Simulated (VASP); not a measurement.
The system is AgRh.

```
CELL_PARAMETERS angstrom
2.77759 0.00000 0.00000
-1.38879 2.40546 0.00000
0.00000 0.00000 4.80860
ATOMIC_POSITIONS crystal
Ag 0.00000 0.00000 0.50000
Rh 0.66667 0.33333 0.00000
```

The cell comes from a database or a generator and needn't be the stable form of this composition.

* Program: VASP 6.6.1
* Task: single point
* Functional: PBEsol
* Potentials or basis: VASP PAW PBE potentials, release 64 (Ag, Rh_pv)
* Cutoff: 520 eV
* k mesh: 11 × 11 × 6
* Occupations: fermi-dirac, width 0.05 eV
* Spin: no spin polarisation

On this cell: pressure -10.7 GPa; largest force under 0.003 eV/Å; band gap on the k mesh none (metal or under the smearing width).

The same run follows on a disturbed copy (atoms moved at random, drawn with an rms of 0.05 Å):

```
Ag Rh
1.0
     2.77759    0.00000    0.00000
    -1.38879    2.40546    0.00000
     0.00000    0.00000    4.80860
Ag Rh
1 1
Direct
  0.97271 0.99520 0.50345
  0.67133 0.31452 0.99114
```

**Question.** What changes?

**Answer.** The energy (extrapolated to zero smearing) moves by +8.4 meV/atom; pressure -10.4 GPa; largest force 0.386 eV/Å; band gap on the k mesh none (metal or under the smearing width).

Forces in eV/Å, atoms in the order of the input:
```
Ag   0.104 -0.044 -0.369
Rh  -0.104  0.044  0.369
```

Stress tensor (GPa, compression positive):
```
-10.34  -0.52  -0.32
 -0.52 -10.68   0.13
 -0.32   0.13 -10.04
```

Caveats: the PAW data sets were made with another functional, which shifts forces and pressure a little.
